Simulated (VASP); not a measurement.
An input for Ansatz (written as the equivalent of a VASP run, and not itself run):

Ansatz 0.2 input:
```yaml
crystal:
  lattice:
    - [-1.4443013, 1.4443013, 5.0983893]
    - [1.4443013, -1.4443013, 5.0983893]
    - [1.4443013, 1.4443013, -5.0983893]
  atoms:
    - { symbol: Ta, position: [0.7487341, 0.7487341, 0.0000000] }
    - { symbol: Ta, position: [0.4987341, 0.9987341, 0.5000000] }
    - { symbol: N, position: [0.1672659, 0.1672659, 0.0000000] }
    - { symbol: N, position: [0.9172659, 0.4172659, 0.5000000] }
kpoints:
  mp_grid: { grid: [10, 10, 10] }
hamiltonian:
  xc: r2scan
  pseudopotentials: { kind: paw }
scf:
  occupations: { method: gaussian, width: 0.05 }
  max_iter: 100
relax:
  max_steps: 60
  f_tol: 0.02
  cell: {}
output: { forces: true, stress: true, eigenvalues: true }
```

Write the VASP files for the same calculation (r2SCAN).

This is not unique; one that fits is 
File KPOINTS:
```
Regular mesh
0
gamma
  10 10 10
```

### POSCAR
```
TaN
1
   -1.4443013240     1.4443013240     5.0983892588
    1.4443013240    -1.4443013240     5.0983892588
    1.4443013240     1.4443013240    -5.0983892588
Ta N
2 2
Direct
  0.7487341336   0.7487341336   0.0000000000
  0.4987341336   0.9987341336   0.5000000000
  0.1672658664   0.1672658664   0.0000000000
  0.9172658664   0.4172658664   0.5000000000
```

**INCAR**
```
SYSTEM=TaN
PREC=Accurate; ENCUT=520; LREAL=.FALSE.
LASPH=.TRUE.
EDIFF=1E-6; NELM=100; ALGO=Normal
LMAXMIX=6; LMIXTAU=.TRUE.
ISMEAR=0; SIGMA=0.05
METAGGA=R2SCAN
IBRION=2; NSW=60; ISIF=3
EDIFFG=-0.02
LWAVE=.FALSE.; LCHARG=.FALSE.
```

POTCAR, in this order: Ta_pv N (PBE.64 set). Program: vasp_std.

What does not carry over: each code has its own PAW files, so the cut-off isn't converted (ENCUT is set for VASP's; basis.ecutwfc is left out, and Ansatz then takes the one that its files recommend); Ansatz stops its SCF on the density residual and VASP on the energy change (EDIFF).

The structure was generated: TaN was put into the NbAs type (I4_1md), which need not be its known phase. This run relaxes it. Symmetry was kept, so distortions that lower it aren't found. The start is the result of an earlier pass.
